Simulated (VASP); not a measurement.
# RhN (P-6m2) in VASP: a series of runs, part 2 of 2

VASP 6.6.1.

## 3. Single point, PBE+U, collinear spin, antiferromagnetic start

INCAR

```
PREC     = Accurate       # precision mode
ENCUT    = 520            # plane-wave cutoff, eV
EDIFF    = 1E-7           # SCF threshold, eV
ISMEAR   = 0              # smearing method
SIGMA    = 0.05           # smearing width, eV
LREAL    = False          # projectors in reciprocal space
LASPH    = True           # aspherical terms in the spheres
NELM     = 60             # most SCF steps
ALGO     = Fast           # electronic algorithm
ISIF     = 2              # what is computed and relaxed
LWAVE    = False          # write WAVECAR
LCHARG   = False          # write CHGCAR
ISPIN    = 2              # spin polarisation
MAGMOM   = 0.6 -0.6 0 0   # initial moments
LORBIT   = 11             # projections on sites
LMAXMIX  = 4              # l up to which the mixer works
LDAU     = True           # DFT+U
LDAUTYPE = 2            
LDAUL    = 2 -1           # shell
LDAUU    = 7 0            # U, eV
LDAUJ    = 0 0          
LDAUPRINT= 1            
GGA      = PE             # functional
NBANDS   = 32             # bands
```

KPOINTS

```
regular mesh
0
Gamma
  7 7 4
```

POSCAR

```
RhN
1.0
    2.9628278700      0.0000000000      0.0000000000
   -1.4814139400      2.5658842000      0.0000000000
    0.0000000000      0.0000000000      5.7831464200
Rh N
2 2
Direct
    0.0000000000      0.0000000000      0.0000000000
    0.0000000000      0.0000000000      0.5000000000
    0.6666666667      0.3333333333      0.2500000000
    0.6666666667      0.3333333333      0.7500000000
```

Potentials or basis: VASP PAW PBE potentials, release 64 (Rh_pv, N).

On the command line:

```bash
$ cat potpaw_PBE.64/Rh_pv/POTCAR potpaw_PBE.64/N/POTCAR > POTCAR
$ mpirun -np 1 vasp_std > vasp.out
```

OUTCAR:

```text
PREC = Accurate
   ENCUT = 520
   EDIFF = 1E-7
   ISMEAR = 0
   LREAL = False
   LASPH = True
   NELM = 60
   ISIF = 2
   ISPIN = 2
   LORBIT = 11
   GGA = PE

 ion  position               nearest neighbor table
   1  0.000  0.000  0.000-   3 2.24   4 2.24   3 2.24   4 2.24   3 2.24   4 2.24   2 2.89   2 2.89

   2  0.000  0.000  0.500-   3 2.24   4 2.24   3 2.24   4 2.24   3 2.24   4 2.24   1 2.89   1 2.89

   3  0.667  0.333  0.250-   1 2.24   2 2.24   1 2.24   2 2.24   1 2.24   2 2.24
   4  0.667  0.333  0.750-   1 2.24   2 2.24   1 2.24   2 2.24   1 2.24   2 2.24

  LATTYP: Found a hexagonal cell.
 ALAT       =     2.9628278700
 C/A-ratio  =     1.9519009115

  Lattice vectors:

 A1 = (   2.9628278700,   0.0000000000,   0.0000000000)
 A2 = (  -1.4814139400,   2.5658842000,   0.0000000000)
 A3 = (   0.0000000000,   0.0000000000,   5.7831464200)

Analysis of symmetry for initial positions (statically):
[... 1985 lines left out ...]

------------------------ aborting loop because EDIFF is reached ----------------------------------------

  FORCE on cell =-STRESS in cart. coord.  units (eV):
  Direction    XX          YY          ZZ          XY          YZ          ZX
  --------------------------------------------------------------------------------------
  -------------------------------------------------------------------------------------
  Total        0.2708150      0.2708150     -1.9166691     -0.0000000     -0.0000000      0.0000000
  in kB        9.8690575      9.8690575    -69.8473718     -0.0000000     -0.0000000      0.0000000
  external PRESSURE =     -16.7030856 kB  Pullay stress =       0.0000000 kB

 VOLUME and BASIS-vectors are now :
 -----------------------------------------------------------------------------
  energy-cutoff  :      520.00
  volume of cell :       43.97
      direct lattice vectors                 reciprocal lattice vectors
     2.962827870  0.000000000  0.000000000     0.337515389  0.194864601  0.000000000
    -1.481413940  2.565884200  0.000000000     0.000000000  0.389729201  0.000000000
     0.000000000  0.000000000  5.783146420     0.000000000  0.000000000  0.172916251

 POSITION                                       TOTAL-FORCE (eV/Angst)
 -----------------------------------------------------------------------------------
      0.00000      0.00000      0.00000        -0.000000     -0.000000     -0.000000
      0.00000      0.00000      2.89157        -0.000000     -0.000000      0.000000
      1.48141      0.85529      1.44579         0.000000      0.000000     -0.000000
      1.48141      0.85529      4.33736         0.000000      0.000000     -0.000000
 -----------------------------------------------------------------------------------
    total drift:                               -0.000000      0.000000      0.000000

  FREE ENERGIE OF THE ION-ELECTRON SYSTEM (eV)
  ---------------------------------------------------
  free  energy   TOTEN  =       -14.6657859615 eV

  energy  without entropy=      -14.6639852921  energy(sigma->0) =      -14.66488563

 total charge

# of ion       s       p       d       tot
------------------------------------------
    1        0.292   6.248   7.107  13.647
    2        0.292   6.248   7.107  13.647
    3        1.285   2.265   0.000   3.549
    4        1.285   2.265   0.000   3.549
--------------------------------------------------
tot          3.154  17.025  14.214  34.394

 magnetization (x)

# of ion       s       p       d       tot
------------------------------------------
    1       -0.002   0.001   2.082   2.081
    2        0.002  -0.001  -2.082  -2.081
    3        0.000   0.000   0.000   0.000
    4        0.000   0.000   0.000   0.000
--------------------------------------------------
tot          0.000   0.000   0.000   0.000
```

OSZICAR:

```text
N       E                     dE             d eps       ncg     rms          rms(c)
DAV:   1     0.446219004343E+03    0.44622E+03   -0.23255E+04  3088   0.136E+03
DAV:   2     0.235182981792E+01   -0.44387E+03   -0.42817E+03  3496   0.430E+02
DAV:   3    -0.145289247914E+02   -0.16881E+02   -0.16672E+02  3552   0.905E+01
DAV:   4    -0.146660948865E+02   -0.13717E+00   -0.13714E+00  3384   0.870E+00
[... 14 lines left out ...]
RMM:  19    -0.146657815295E+02   -0.23941E-05   -0.29420E-06  3685   0.119E-02    0.775E-03
RMM:  20    -0.146657841741E+02   -0.26446E-05   -0.23878E-06  3575   0.103E-02    0.444E-03
RMM:  21    -0.146657858945E+02   -0.17204E-05   -0.39621E-06  3648   0.132E-02    0.261E-03
RMM:  22    -0.146657860412E+02   -0.14670E-06   -0.17933E-06  3507   0.896E-03    0.156E-03
RMM:  23    -0.146657859615E+02    0.79759E-07   -0.19493E-07  2500   0.276E-03
   1 F= -.14665786E+02 E0= -.14664886E+02  d E =-.180067E-02  mag=    -0.0000
```

Wall time 48 s (1 thread of Intel Xeon 6975P-C (Granite Rapids), shared host); peak memory 0.21 GiB.

Results:

| Quantity | Value |
| --- | --- |
| Free energy | -14.6658 eV |
| Pressure | -1.7 GPa |
| Band gap on the k mesh | none (metal or under the smearing width) |
| Net moment | 0.00 μB per cell |
| Site moments | Rh +2.08, -2.08; N +0.00 μB |
| Valence electrons inside the program's atomic spheres | Rh 13.65; N 3.55 |

Levels at points of the mesh, in eV from the Fermi level:
Spin up:
| k point | band 16 | band 17 | band 18 | band 19 | band 20 | band 21 | band 22 | band 23 | band 24 | band 25 |
| --- | --- | --- | --- | --- | --- | --- | --- | --- | --- | --- |
| (0.00, 0.00, 0.00) | -2.57 | -1.94 | -1.38 | -0.73 | -0.73 | 1.72 | 1.72 | 2.25 | 2.25 | 3.54 |
| (0.00, 0.00, 0.50) | -2.57 | -2.57 | -2.13 | -1.04 | -1.04 | 1.78 | 1.78 | 2.51 | 2.51 | 5.36 |
Spin down:
| k point | band 16 | band 17 | band 18 | band 19 | band 20 | band 21 | band 22 | band 23 | band 24 | band 25 |
| --- | --- | --- | --- | --- | --- | --- | --- | --- | --- | --- |
| (0.00, 0.00, 0.00) | -2.57 | -1.94 | -1.38 | -0.73 | -0.73 | 1.72 | 1.72 | 2.25 | 2.25 | 3.54 |
| (0.00, 0.00, 0.50) | -2.57 | -2.57 | -2.13 | -1.04 | -1.04 | 1.78 | 1.78 | 2.51 | 2.51 | 5.36 |

Eigenvalues of the final occupation matrices:
```
    site  spin  trace               eigenvalues
site 1 d     1   4.62  0.90 0.90 0.94 0.94 0.95
site 1 d     2   2.53  0.35 0.35 0.48 0.48 0.88
site 2 d     1   2.53  0.35 0.35 0.48 0.48 0.88
site 2 d     2   4.62  0.90 0.90 0.94 0.94 0.95
```

## 4. Single point, PBE+U, collinear spin, ferrimagnetic start

INCAR

```
  PREC = Accurate
  ENCUT = 520
  EDIFF = 1E-6
  ISMEAR = 0
  SIGMA = 0.05
  LREAL = F
  LASPH = T
  NELM = 60
  ALGO = Normal
  ISIF = 2
  LWAVE = F
  LCHARG = F
  ISPIN = 2
  MAGMOM = 0.6 -0.3 0 0
  LORBIT = 11
  LMAXMIX = 4
  LDAU = T
  LDAUTYPE = 2
  LDAUL = 2 -1
  LDAUU = 7 0
  LDAUJ = 0 0
  LDAUPRINT = 1
  GGA = PE
  NBANDS = 32
```

KPOINTS

```
Automatic mesh
0
Gamma
  7 7 4
```

POSCAR is that of step 3.

On the command line:

```bash
$ cat potpaw_PBE.64/Rh_pv/POTCAR potpaw_PBE.64/N/POTCAR > POTCAR
$ mpirun -np 1 vasp_std > vasp.out
```

Run time: 62 s. Hardware: 1 thread of Intel Xeon 6975P-C (Granite Rapids), shared host; peak memory 0.21 GiB.

The run converged. Its results:

```yaml
Free_energy: -14.6658 eV
Pressure: -1.7 GPa
Band_gap_on_the_k_mesh: none (metal or under the smearing width)
Net_moment: 0.00 μB per cell
Site_moments: Rh +2.08, -2.08; N -0.00 μB
Valence_electrons_inside_the_program's_atomic_spheres: Rh 13.65; N 3.55
```

Stress tensor (GPa, compression positive):
```
 0.99  0.00  0.00
 0.00  0.99  0.00
 0.00  0.00 -6.98
```

Levels at points of the mesh, in eV from the Fermi level:
Spin up:
```csv
k point,band 16,band 17,band 18,band 19,band 20,band 21,band 22,band 23,band 24,band 25
"(0.00, 0.00, 0.00)",-2.57,-1.94,-1.38,-0.73,-0.73,1.72,1.72,2.25,2.25,3.54
"(0.00, 0.00, 0.50)",-2.57,-2.57,-2.13,-1.04,-1.04,1.78,1.78,2.51,2.51,5.36
```
Spin down:
| k point | band 16 | band 17 | band 18 | band 19 | band 20 | band 21 | band 22 | band 23 | band 24 | band 25 |
| --- | --- | --- | --- | --- | --- | --- | --- | --- | --- | --- |
| (0.00, 0.00, 0.00) | -2.57 | -1.94 | -1.38 | -0.73 | -0.73 | 1.72 | 1.72 | 2.25 | 2.25 | 3.54 |
| (0.00, 0.00, 0.50) | -2.57 | -2.57 | -2.13 | -1.04 | -1.04 | 1.78 | 1.78 | 2.51 | 2.51 | 5.36 |

Eigenvalues of the final occupation matrices:
```tsv
site	spin	trace	eigenvalues
site 1 d	1	4.62	0.90 0.90 0.94 0.94 0.95
site 1 d	2	2.53	0.35 0.35 0.48 0.48 0.88
site 2 d	1	2.53	0.35 0.35 0.48 0.48 0.88
site 2 d	2	4.62	0.90 0.90 0.94 0.94 0.95
```

The state reached can hang on the start; a lower one may exist.

## 5. Single point, PBE+U, collinear spin, random start

INCAR

```
  ALGO = Normal
  EDIFF = 1E-6
  ENCUT = 520
  GGA = PE
  ISIF = 2
  ISMEAR = 0
  ISPIN = 2
  LASPH = True
  LCHARG = False
  LDAU = True
  LDAUJ = 0 0
  LDAUL = 2 -1
  LDAUPRINT = 1
  LDAUTYPE = 2
  LDAUU = 7 0
  LMAXMIX = 4
  LORBIT = 11
  LREAL = False
  LWAVE = False
  MAGMOM = 0.39 0
  NBANDS = 21
  NELM = 60
  PREC = Accurate
  SIGMA = 0.05
```

KPOINTS

```
k-points
0
Gamma
  7 7 7
```

POSCAR

```
RhN
1.0
    2.9628278700      0.0000000000      0.0000000000
   -1.4814139400      2.5658842000      0.0000000000
    0.0000000000      0.0000000000      2.8915732100
Rh N
1 1
Direct
    0.0000000000      0.0000000000      0.0000000000
    0.6666666667      0.3333333333      0.5000000000
```

Potentials or basis: VASP PAW PBE potentials, release 64 (Rh_pv, N).

On the command line:

```bash
$ cat potpaw_PBE.64/Rh_pv/POTCAR potpaw_PBE.64/N/POTCAR > POTCAR
$ mpirun -np 1 vasp_std > vasp.out
```

OUTCAR:

```text
EDIFF = 1E-6
   ENCUT = 520
   GGA = PE
   ISIF = 2
   ISMEAR = 0
   ISPIN = 2
   LASPH = True
   LORBIT = 11
   LREAL = False
   NELM = 60
   PREC = Accurate

 ion  position               nearest neighbor table
   1  0.000  0.000  0.000-   2 2.24   2 2.24   2 2.24   2 2.24   2 2.24   2 2.24
   2  0.667  0.333  0.500-   1 2.24   1 2.24   1 2.24   1 2.24   1 2.24   1 2.24

  LATTYP: Found a hexagonal cell.
 ALAT       =     2.9628278700
 C/A-ratio  =     0.9759504557

  Lattice vectors:

 A1 = (   2.9628278700,   0.0000000000,   0.0000000000)
 A2 = (  -1.4814139400,   2.5658842000,   0.0000000000)
 A3 = (   0.0000000000,   0.0000000000,   2.8915732100)

Analysis of symmetry for initial positions (statically):
=====================================================================
 Subroutine PRICEL returns:
 Original cell was already a primitive cell.

 Routine SETGRP: Setting up the symmetry group for a
 hexagonal supercell.

 Subroutine GETGRP returns: Found 12 space group operations
[... 232 lines left out ...]
      4      -6.6227      1.00000
      5       2.2832      1.00000
      6       3.6397      1.00000
[... 1145 lines left out ...]
     20      35.7889      0.00000
     21      37.1580      0.00000

 [... further k-points ...]

------------------------ aborting loop because EDIFF is reached ----------------------------------------

  FORCE on cell =-STRESS in cart. coord.  units (eV):
  Direction    XX          YY          ZZ          XY          YZ          ZX
  --------------------------------------------------------------------------------------
  -------------------------------------------------------------------------------------
  Total        0.0102199      0.0102199     -0.1364524     -0.0000000     -0.0000000      0.0000000
  in kB        0.7448703      0.7448703     -9.9452099     -0.0000000     -0.0000000      0.0000000
  external PRESSURE =      -2.8184898 kB  Pullay stress =       0.0000000 kB

 VOLUME and BASIS-vectors are now :
 -----------------------------------------------------------------------------
  energy-cutoff  :      520.00
  volume of cell :       21.98
      direct lattice vectors                 reciprocal lattice vectors
     2.962827870  0.000000000  0.000000000     0.337515389  0.194864601  0.000000000
    -1.481413940  2.565884200  0.000000000     0.000000000  0.389729201  0.000000000
     0.000000000  0.000000000  2.891573210     0.000000000  0.000000000  0.345832503

 POSITION                                       TOTAL-FORCE (eV/Angst)
 -----------------------------------------------------------------------------------
      0.00000      0.00000      0.00000        -0.000000      0.000000      0.000000
      1.48141      0.85529      1.44579         0.000000      0.000000      0.000000
 -----------------------------------------------------------------------------------
    total drift:                               -0.000000      0.000000      0.000000

  FREE ENERGIE OF THE ION-ELECTRON SYSTEM (eV)
  ---------------------------------------------------
  free  energy   TOTEN  =        -7.4787084925 eV

  energy  without entropy=       -7.4777143069  energy(sigma->0) =       -7.47821140

 total charge

# of ion       s       p       d       tot
------------------------------------------
    1        0.287   6.227   7.245  13.759
    2        1.292   2.233   0.000   3.525
--------------------------------------------------
tot          1.579   8.460   7.245  17.284

 magnetization (x)

# of ion       s       p       d       tot
------------------------------------------
    1        0.019  -0.002   1.045   1.061
    2        0.006  -0.491   0.000  -0.485
--------------------------------------------------
tot          0.024  -0.493   1.045   0.576
```

stdout:

```text
POSCAR found type information on POSCAR RhN
 POSCAR found :  2 types and       2 ions
 scaLAPACK will be used
 LDA part: xc-table for (Slater+PW92), standard interpolation
 POSCAR, INCAR and KPOINTS ok, starting setup
 FFT: planning ... GRIDC
 FFT: planning ... GRID_SOFT
 FFT: planning ... GRID
 WAVECAR not read
 entering main loop
```

Run time: 18 s. Hardware: 1 thread of Intel Xeon 6975P-C (Granite Rapids), shared host; peak memory 0.16 GiB.

Results:

```
Free energy                                           : -7.4787 eV
Pressure                                              : -0.3 GPa
Band gap on the k mesh                                : none (metal or under the smearing width)
Net moment                                            : 0.42 μB per cell
Site moments                                          : Rh +1.06; N -0.48 μB
Valence electrons inside the program's atomic spheres : Rh 13.76; N 3.52
```

Eigenvalues of the final occupation matrices:
| site | spin | trace | eigenvalues |
| --- | --- | --- | --- |
| site 1 d | 1 | 4.17 | 0.77 0.77 0.85 0.85 0.93 |
| site 1 d | 2 | 3.12 | 0.20 0.20 0.88 0.88 0.95 |

The state reached can hang on the start; a lower one may exist.

## 6. Single point, PBE+U, collinear spin, ferromagnetic start

INCAR

```
ALGO = Normal ; EDIFF = 1E-7
ENCUT = 520 ; GGA = PE
ISIF = 2 ; ISMEAR = 0
ISPIN = 2 ; LASPH = True
LCHARG = False ; LDAU = True
LDAUJ = 0 0 ; LDAUL = 2 -1
LDAUPRINT = 1 ; LDAUTYPE = 2
LDAUU = 7 0 ; LMAXMIX = 4
LORBIT = 11 ; LREAL = False
LWAVE = False ; MAGMOM = 0.6 0
NELM = 100 ; NUPDOWN = 0
PREC = Accurate ; SIGMA = 0.05
```

KPOINTS is that of step 5.

POSCAR is that of step 5.

Potentials or basis: VASP PAW PBE potentials, release 64 (Rh_pv, N).

On the command line:

```bash
$ cat potpaw_PBE.64/Rh_pv/POTCAR potpaw_PBE.64/N/POTCAR > POTCAR
$ mpirun -np 1 vasp_std > vasp.out
```

Wall time 15 s (1 thread of Intel Xeon 6975P-C (Granite Rapids), shared host); peak memory 0.15 GiB.

It converged, with:

* Free energy: -7.2361 eV
* Pressure: -15.2 GPa
* Net moment: 0.00 μB per cell
* Valence electrons inside the program's atomic spheres: Rh 13.75; N 3.51

Stress tensor (GPa, compression positive):
```
-14.96   0.00   0.00
  0.00 -14.96   0.00
  0.00   0.00 -15.79
```

Eigenvalues of the final occupation matrices:
```tsv
site	spin	trace	eigenvalues
site 1 d	1	3.65	0.47 0.47 0.88 0.88 0.94
site 1 d	2	3.65	0.47 0.47 0.88 0.88 0.94
```

Caveat: the total moment is fixed, so each spin has its own Fermi level.

## 7. Overview

```csv
spin,fixed moment (μB),k mesh,supercell matrix,gap on the mesh (eV),pressure (GPa),moment (μB)
"collinear, ferromagnetic start",-,7 × 7 × 7,-,none,3.9,2.06
"collinear, antiferromagnetic start",-,7 × 7 × 4,"[1, 0, 0, 0, 1, 0, 0, 0, 2]",none,-1.7,0.00
"collinear, ferrimagnetic start",-,7 × 7 × 4,"[1, 0, 0, 0, 1, 0, 0, 0, 2]",none,-1.7,0.00
"collinear, random start",-,7 × 7 × 7,-,none,-0.3,0.42
"collinear, ferromagnetic start",0,7 × 7 × 7,-,-,-15.2,0.00
```

Alike in all rows: task single point; level PBE+U; potentials or basis VASP PAW PBE potentials, release 64 (Rh_pv, N); Rh d U = 7 eV; cell as given; cutoff (eV) 520; smearing gaussian 0.05 eV.

Every run on the cell as given and a fine mesh finds a metal.

Caveats: the total moment is fixed, so each spin has its own Fermi level (some runs).

Total energies depend on the potentials used, so only differences within one code and one set of settings carry meaning.
